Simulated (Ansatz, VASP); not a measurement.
**One calculation of La2SnO, two programs**

```
CELL_PARAMETERS angstrom
3.55077 0.00000 0.00000
-1.77538 3.07506 0.00000
0.00000 0.00000 16.19731
ATOMIC_POSITIONS crystal
La 0.66667 0.33333 0.42009
La 0.33333 0.66667 0.57991
La 0.33333 0.66667 0.92009
La 0.66667 0.33333 0.07991
Sn 0.66667 0.33333 0.75000
Sn 0.33333 0.66667 0.25000
O 0.00000 0.00000 0.00000
O 0.00000 0.00000 0.50000
```

Change from the starting cell: species swapped into the Ti2InN type (P6_3/mmc, No. 194).

Alike in both runs: task single point; functional PBE; k mesh 6 × 6 × 1; occupations gaussian, width 0.1 eV; no spin polarisation.

|  | VASP | Ansatz |
| --- | --- | --- |
| version | VASP 6.6.1 | Ansatz 0.2.0 |
| potentials or method | VASP PAW PBE potentials, release 64 (La, Sn_d, O) | scalar-relativistic, plane waves, PAW |
| plane-wave cutoff (eV) | 520 | 420 |
| valence electrons in the cell | 84 | 84 |

|  | VASP | Ansatz | Ansatz less VASP |
| --- | --- | --- | --- |
| gap on the k mesh at the Fermi level (eV) | none | none | - |
| pressure (GPa) | 13.2 | 13.3 | +0.17 |
| largest component of the traceless stress (GPa) | 2.39 | 2.33 | -0.061 |
| rms of the force components (eV/Å) | 0.999 | 1.002 | +0.0026 |

Atom by atom the forces differ by 0.003 eV/Å (rms over components). A gap of «none» marks a metal or a gap that the smearing closes. The functional is the same, so the differences come from potentials, cutoffs and numerics.

Caveats: the k mesh is coarse (spacing up to 0.39 Å⁻¹), so the values aren't converged; forces of over 1 eV/Å show positions far from the minimum, so gaps and moduli don't describe the material at rest. The runs have no spin-orbit coupling, so splittings on La are missing.
